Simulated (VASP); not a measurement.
Calculation: SCAN meta-GGA, VASP's PBE PAW potentials (set 64) (plane waves; VASP).

Input for VASP

### INCAR
```
ALGO = Normal
EDIFF = 1E-7
ENCUT = 520
ISIF = 2
ISMEAR = -5
LASPH = T
LCHARG = F
LMIXTAU = T
LORBIT = 11
LREAL = F
LWAVE = F
METAGGA = SCAN
NEDOS = 601
NELM = 100
PREC = Accurate
SYSTEM = LiF
```

**KPOINTS**
```
Automatic
0
gamma
13 13 13
```

**KPOINTS_OPT**
```
k-points along high-symmetry lines
10
Line-mode
Reciprocal
  0.000000   0.000000   0.000000 ! GAMMA
  0.500000   0.000000   0.500000 ! X

  0.500000   0.000000   0.500000 ! X
  0.625000   0.250000   0.625000 ! U

  0.375000   0.375000   0.750000 ! K
  0.000000   0.000000   0.000000 ! GAMMA

  0.000000   0.000000   0.000000 ! GAMMA
  0.500000   0.500000   0.500000 ! L

  0.500000   0.500000   0.500000 ! L
  0.500000   0.250000   0.750000 ! W

  0.500000   0.250000   0.750000 ! W
  0.500000   0.000000   0.500000 ! X
```

### POSCAR
```
LiF
1
    0.0000000000     1.9837339640     1.9837339640
    1.9837339640     0.0000000000     1.9837339640
    1.9837339640     1.9837339640     0.0000000000
Li F
1 1
Direct
  0.0000000000   0.0000000000   0.0000000000
  0.5000000000   0.5000000000   0.5000000000
```

POTCAR, in this order: Li_sv F (PBE.64 set). Program: vasp_std.

Predict the energy per atom (σ→0), band gap (over mesh and band path).

```json
{
  "energy per atom (σ→0)": "-6159 meV/atom",
  "band gap (over mesh and band path)": "10.64 eV"
}
```

**OSZICAR**
```
...
DAV:  14    -0.123178647357E+02   -0.13581E-03   -0.49600E-05  1542   0.101E-01    0.265E-03
DAV:  15    -0.123178669338E+02   -0.21980E-05   -0.64076E-07  2284   0.100E-02    0.275E-03
DAV:  16    -0.123178683016E+02   -0.13678E-05   -0.88956E-07  1545   0.152E-02    0.327E-03
DAV:  17    -0.123178789725E+02   -0.10671E-04   -0.11491E-06  1517   0.187E-02    0.599E-04
DAV:  18    -0.123178783663E+02    0.60620E-06   -0.93614E-08  1677   0.522E-03    0.525E-04
DAV:  19    -0.123178783103E+02    0.56046E-07   -0.19202E-08   864   0.172E-03
   1 F= -.12317878E+02 E0= -.12317878E+02  d E =0.000000E+00
       N       E                     dE             ncg
```

The compound is LiF in the rock salt structure. It was relaxed first.
